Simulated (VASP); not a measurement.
VASP input:

File POSCAR:
```
MgTe
1.0
  0.0000000000   3.2100000000   3.2100000000
  3.2100000000   0.0000000000   3.2100000000
  3.2100000000   3.2100000000   0.0000000000
Mg Te
1 1
Cartesian
  0.0000000000   0.0000000000   0.0000000000
  1.6050000000   1.6050000000   1.6050000000
```

KPOINTS:
```
Automatic mesh
0
Gamma
7 7 7
0 0 0
```

INCAR:
```
! general
SYSTEM =MgTe
PREC   =Accurate
ENCUT  =400   ! plane-wave cut-off (eV)
LREAL  =.False.
LASPH  =.True.   ! aspherical one-centre terms

! electronic loop
EDIFF  =1E-6
NELM   =100   ! most electronic steps
ALGO   =Normal
LMAXMIX=4   ! l cut-off of mixed one-centre charges

! smearing
ISMEAR =0   ! Gaussian
SIGMA  =0.05

! functional
GGA    =PE

! ions
IBRION =2
NSW    =60   ! most ionic steps
ISIF   =3   ! ions, shape and volume
EDIFFG =-0.01   ! ionic stop

! output
LWAVE  =.False.
LCHARG =.False.
```

POTCAR, in this order: Mg Te (PBE.64 set). Program: vasp_std.

**Question.** Write an equivalent input for Ansatz.

**Answer.** One equivalent input (not run):
Ansatz 0.2 input:
```yaml
crystal:
  lattice:
    - [0.0000000, 3.2100000, 3.2100000]
    - [3.2100000, 0.0000000, 3.2100000]
    - [3.2100000, 3.2100000, 0.0000000]
  atoms:
    - { symbol: Mg, position: [0.0000000, 0.0000000, 0.0000000] }
    - { symbol: Te, position: [0.2500000, 0.2500000, 0.2500000] }
kpoints:
  mp_grid: { grid: [7, 7, 7] }
hamiltonian:
  xc: pbe
  pseudopotentials: { kind: paw }
scf:
  occupations: { method: gaussian, width: 0.05 }
  max_iter: 100
relax:
  max_steps: 60
  f_tol: 0.01
  cell: {}
output: { forces: true, stress: true, eigenvalues: true }
```
The two are equivalent in intent, not identical: each code has its own PAW files, so the cut-off isn't converted (ENCUT is set for VASP's; basis.ecutwfc is left out, and Ansatz then takes the one that its files recommend); Ansatz stops its SCF on the density residual and VASP on the energy change (EDIFF).

The compound is MgTe in the zinc blende structure, whereas wurtzite is the usual form. This run relaxes it. Symmetry was kept, so distortions that lower it aren't found.
